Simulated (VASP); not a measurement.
These are PBEsol GGA, VASP's PBE PAW potentials (set 64) (plane waves; VASP 6.6.1) values and carry that method's errors.

A VASP calculation is set up with these files.

**INCAR**
```
SYSTEM = GaAs
PREC = Accurate
ENCUT = 300
EDIFF = 1E-6
NELM = 100
ALGO = Normal
LREAL = .FALSE.
LASPH = .TRUE.
ISMEAR = -1
SIGMA = 0.02
GGA = PS
LMAXMIX = 4
LWAVE = .FALSE.
LCHARG = .FALSE.
ISIF = 2
```

File POSCAR:
```
GaAs
1
    0.0000000000     2.7685000000     2.7685000000
    2.7685000000     0.0000000000     2.7685000000
    2.7685000000     2.7685000000     0.0000000000
Ga As
1 1
Direct
  0.0000000000   0.0000000000   0.0000000000
  0.2500000000   0.2500000000   0.2500000000
```

KPOINTS:
```
Regular mesh
0
gamma
 8 8 8
```

POTCAR, in this order: Ga_d As (PBE.64 set). Program: vasp_std.

What VASP printed:

OSZICAR:
```
       N       E                     dE             d eps       ncg     rms          rms(c)
DAV:   1     0.630809101566E+02    0.63081E+02   -0.71460E+03   754   0.144E+03
DAV:   2    -0.488284110967E+01   -0.67964E+02   -0.65522E+02   829   0.248E+02
DAV:   3    -0.920219333659E+01   -0.43194E+01   -0.43057E+01   934   0.619E+01
DAV:   4    -0.925711926461E+01   -0.54926E-01   -0.54912E-01   870   0.762E+00
DAV:   5    -0.925822228857E+01   -0.11030E-02   -0.11030E-02   899   0.905E-01    0.318E+00
DAV:   6    -0.907978867199E+01    0.17843E+00   -0.27798E-01  1194   0.118E+01    0.190E+00
DAV:   7    -0.904169210595E+01    0.38097E-01   -0.79213E-02  1083   0.269E+00    0.553E-01
DAV:   8    -0.903985404372E+01    0.18381E-02   -0.10706E-02   894   0.145E+00    0.121E-01
DAV:   9    -0.903999546209E+01   -0.14142E-03   -0.82965E-04   935   0.377E-01    0.433E-02
DAV:  10    -0.904001937164E+01   -0.23910E-04   -0.59494E-05  1019   0.954E-02    0.230E-02
DAV:  11    -0.904003762126E+01   -0.18250E-04   -0.22382E-05   844   0.554E-02    0.247E-03
DAV:  12    -0.904003763173E+01   -0.10472E-07   -0.82741E-07   612   0.167E-02
   1 F= -.90400376E+01 E0= -.90400376E+01  d E =-.182926E-11
```

OUTCAR:
```
------------------------ aborting loop because EDIFF is reached ----------------------------------------
  FORCE on cell =-STRESS in cart. coord.  units (eV):
  Direction    XX          YY          ZZ          XY          YZ          ZX
  --------------------------------------------------------------------------------------
  Total        1.4296358      1.4296358      1.4296358      0.0000000     -0.0000000      0.0000000
  in kB       53.9724852     53.9724852     53.9724852      0.0000000     -0.0000000      0.0000000
  external PRESSURE =      53.9724852 kB  Pullay stress =       0.0000000 kB
  volume of cell :       42.44
      direct lattice vectors                 reciprocal lattice vectors
     0.000000000  2.768500000  2.768500000    -0.180603215  0.180603215  0.180603215
     2.768500000  0.000000000  2.768500000     0.180603215 -0.180603215  0.180603215
     2.768500000  2.768500000  0.000000000     0.180603215  0.180603215 -0.180603215
  FREE ENERGIE OF THE ION-ELECTRON SYSTEM (eV)
  ---------------------------------------------------
  free  energy   TOTEN  =        -9.0400376317 eV

  energy  without entropy=       -9.0400376317  energy(sigma->0) =       -9.04003763
```
(Selected blocks of OUTCAR.)

At this cut-off the stress carries a Pulay error, which pulls relaxed volumes low.

The structure is a typed GaAs crystal (F-43m). The cell was not relaxed at this level, and its volume differs by -5.9 % from the start's.
